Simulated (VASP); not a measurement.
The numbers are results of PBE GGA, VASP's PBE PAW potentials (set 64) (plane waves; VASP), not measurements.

Input for VASP

**INCAR**
```
SYSTEM = SnO2
PREC = Accurate; ENCUT = 520; LREAL = .False.
LASPH = .True.
EDIFF = 1E-6; NELM = 100; ALGO = Normal
LMAXMIX = 4
ISMEAR = 0; SIGMA = 0.05
GGA = PE
IBRION = 2; NSW = 60; ISIF = 3
EDIFFG = -0.02
LWAVE = .False.; LCHARG = .False.
```

KPOINTS:
```
Automatic
0
gamma
4 4 6
```

POSCAR:
```
SnO2
1
    4.8242507146    -0.0000000000     0.0000000000
   -0.0000000000     4.8242507146     0.0000000000
    0.0000000000     0.0000000000     3.2466652093
Sn O
2 4
Direct
  1.0000000000   1.0000000000   1.0000000000
  0.5000000000   0.5000000000   0.5000000000
  0.3065373554   0.3065373554   1.0000000000
  0.8065373554   0.1934626446   0.5000000000
  0.1934626446   0.8065373554   0.5000000000
  0.6934626446   0.6934626446   0.0000000000
```

POTCAR, in this order: Sn_d O (PBE.64 set). Program: vasp_std.

Unless said otherwise, spin-orbit coupling is left out, though it shifts the bands of the heavy elements here.

Task: What does the run give for the energy per atom (σ→0), volume per atom, band gap (on the k-mesh)?

Result: 
```json
{
  "energy per atom (σ→0)": "-6218 meV/atom",
  "band gap (on the k-mesh)": "0.64 eV",
  "volume_per_atom": "12.61 Å³/atom"
}
```

OSZICAR:
```
...
   4 F= -.37309840E+02 E0= -.37309840E+02  d E =-.220141E-03
       N       E                     dE             d eps       ncg     rms          rms(c)
DAV:   1    -0.373105453893E+02   -0.70518E-03   -0.40260E-02  1785   0.172E+00    0.171E-01
DAV:   2    -0.373101359603E+02    0.40943E-03   -0.17868E-03  1788   0.452E-01    0.975E-02
DAV:   3    -0.373098807765E+02    0.25518E-03   -0.45698E-04  2062   0.276E-01    0.163E-02
DAV:   4    -0.373098866273E+02   -0.58508E-05   -0.11049E-04  1551   0.851E-02    0.695E-03
DAV:   5    -0.373098869430E+02   -0.31576E-06   -0.28407E-06  1516   0.209E-02
   5 F= -.37309887E+02 E0= -.37309887E+02  d E =-.470822E-04
```

The compound is SnO2 in the rutile structure. This run relaxes it. Symmetry was kept, so distortions that lower it aren't found. The start is the result of an earlier pass.
